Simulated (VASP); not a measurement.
Method: PBE GGA, VASP's PBE PAW potentials (set 64) (plane waves; VASP).

VASP ran on this input.

**INCAR**
```
SYSTEM = LiCl
PREC = Accurate
ENCUT = 520
EDIFF = 1E-8
NELM = 100
ALGO = Normal
LREAL = .FALSE.
LASPH = .TRUE.
ISMEAR = 0
SIGMA = 0.01
GGA = PE
LWAVE = .FALSE.
LCHARG = .FALSE.
IBRION = 8
NSW = 1
LEPSILON = .TRUE.
```

### POSCAR
```
LiCl
1.0
  0.0000000000   2.5700000000   2.5700000000
  2.5700000000   0.0000000000   2.5700000000
  2.5700000000   2.5700000000   0.0000000000
Li Cl
1 1
Cart
  0.0000000000   0.0000000000   0.0000000000
  2.5700000000   2.5700000000   2.5700000000
```

File KPOINTS:
```
Automatic mesh
0
Gamma
9 9 9
0 0 0
```

POTCAR, in this order: Li_sv Cl (PBE.64 set). Program: vasp_std.

Output

OUTCAR:
```


 HEAD OF MICROSCOPIC STATIC DIELECTRIC TENSOR (INDEPENDENT PARTICLE, excluding Hartree and local field effects)
 ------------------------------------------------------
           3.248881     0.000000    -0.000000
           0.000000     3.248881     0.000000
           0.000000     0.000000     3.248881
 ------------------------------------------------------

 MACROSCOPIC STATIC DIELECTRIC TENSOR (including local field effects in DFT)
 ------------------------------------------------------
           2.962012     0.000000    -0.000000
          -0.000000     2.962012    -0.000000
           0.000000     0.000000     2.962012
 ------------------------------------------------------

 PIEZOELECTRIC TENSOR (including local field effects)  for field in x, y, z        (e  Angst)
          XX          YY          ZZ          XY          YZ          ZX
  --------------------------------------------------------------------------------
  x     0.00000     0.00000     0.00000     0.00000     0.00000     0.00000
  y     0.00000     0.00000     0.00000     0.00000     0.00000     0.00000
  z     0.00000     0.00000     0.00000     0.00000     0.00000     0.00000

 PIEZOELECTRIC TENSOR (including local field effects)  for field in x, y, z        (C/m^2)
          XX          YY          ZZ          XY          YZ          ZX
  --------------------------------------------------------------------------------
  x     0.00000     0.00000     0.00000     0.00000     0.00000     0.00000
  y     0.00000     0.00000     0.00000     0.00000     0.00000     0.00000
  z     0.00000     0.00000     0.00000     0.00000     0.00000     0.00000

 BORN EFFECTIVE CHARGES (including local field effects) (in |e|, cummulative output)
 ---------------------------------------------------------------------------------
 ion    1
    1     1.18829     0.00000     0.00000
    2     0.00000     1.18829     0.00000
    3     0.00000     0.00000     1.18829
 ion    2
    1    -1.18829     0.00000     0.00000
    2     0.00000    -1.18829     0.00000
    3     0.00000     0.00000    -1.18829

   1 f  =    5.141718 THz    32.306368 2PiTHz  171.509256 cm-1    21.264428 meV

   2 f  =    5.141718 THz    32.306368 2PiTHz  171.509256 cm-1    21.264428 meV

   3 f  =    5.141718 THz    32.306368 2PiTHz  171.509256 cm-1    21.264428 meV

   4 f/i=    0.014097 THz     0.088577 2PiTHz    0.470240 cm-1     0.058302 meV

   5 f/i=    0.014097 THz     0.088577 2PiTHz    0.470240 cm-1     0.058302 meV

   6 f/i=    0.014097 THz     0.088577 2PiTHz    0.470240 cm-1     0.058302 meV

 MACROSCOPIC STATIC DIELECTRIC TENSOR IONIC CONTRIBUTION
 ------------------------------------------------------
          11.829191     0.000000     0.000000
           0.000000    11.829191     0.000000
           0.000000     0.000000    11.829191
 ------------------------------------------------------

 ELASTIC MODULI CONTR FROM IONIC RELAXATION (kBar)
 Direction    XX          YY          ZZ          XY          YZ          ZX
 --------------------------------------------------------------------------------
 XX           0.0000      0.0000      0.0000      0.0000      0.0000      0.0000
 YY           0.0000      0.0000      0.0000      0.0000      0.0000      0.0000
 ZZ           0.0000      0.0000      0.0000      0.0000      0.0000      0.0000
 XY           0.0000      0.0000      0.0000      0.0000      0.0000      0.0000
 YZ           0.0000      0.0000      0.0000      0.0000      0.0000      0.0000
 ZX           0.0000      0.0000      0.0000      0.0000      0.0000      0.0000
 --------------------------------------------------------------------------------

 PIEZOELECTRIC TENSOR IONIC CONTR  for field in x, y, z        (C/m^2)
          XX          YY          ZZ          XY          YZ          ZX
  --------------------------------------------------------------------------------
  x     0.00000     0.00000     0.00000     0.00000     0.00000     0.00000
  y     0.00000     0.00000     0.00000     0.00000     0.00000     0.00000
  z     0.00000     0.00000     0.00000     0.00000     0.00000     0.00000
```
(Selected blocks of OUTCAR.)

File OUTCAR:
```
 val. band max:        0.5338538772   @ k =   0.0000   0.0000   0.0000

 cond. band min:       6.8388009583   @ k =   0.0000   0.0000   0.0000


 Fermi energy:         0.5803756374

 k-point     1 :       0.0000    0.0000    0.0000
  band No.  band energies     occupation
      1     -42.9995      2.00000
      2     -12.8413      2.00000
      3       0.5339      2.00000
      4       0.5339      2.00000
      5       0.5339      2.00000
      6       6.8388      0.00000
      7      12.4670      0.00000
      8      12.4670      0.00000
      9      12.4670      0.00000

 k-point     2 :       0.1111    0.0000    0.0000
  band No.  band energies     occupation
      1     -42.9991      2.00000
      2     -12.7820      2.00000
      3       0.1119      2.00000
      4       0.5014      2.00000
      5       0.5014      2.00000
      6       7.2195      0.00000
      7      11.7865      0.00000
      8      12.4303      0.00000
      9      12.4303      0.00000

 k-point     3 :       0.2222    0.0000    0.0000
  band No.  band energies     occupation
      1     -42.9983      2.00000
      2     -12.6251      2.00000
      3      -0.7941      2.00000
      4       0.4228      2.00000
      5       0.4228      2.00000
      6       7.7153      0.00000
      7      11.3833      0.00000
      8      11.4802      0.00000
      9      11.4802      0.00000

 k-point     4 :       0.3333    0.0000    0.0000
  band No.  band energies     occupation
      1     -42.9975      2.00000
      2     -12.4334      2.00000
      3      -1.6666      2.00000
      4       0.3391      2.00000
      5       0.3391      2.00000
      6       7.5849      0.00000
      7      10.5701      0.00000
      8      10.5702      0.00000
      9      12.2104      0.00000

 k-point     5 :       0.4444    0.0000    0.0000
  band No.  band energies     occupation
      1     -42.9968      2.00000
      2     -12.2994      2.00000
      3      -2.1840      2.00000
...
```

The compound is LiCl in the rock salt structure. The cell was not relaxed at this level.
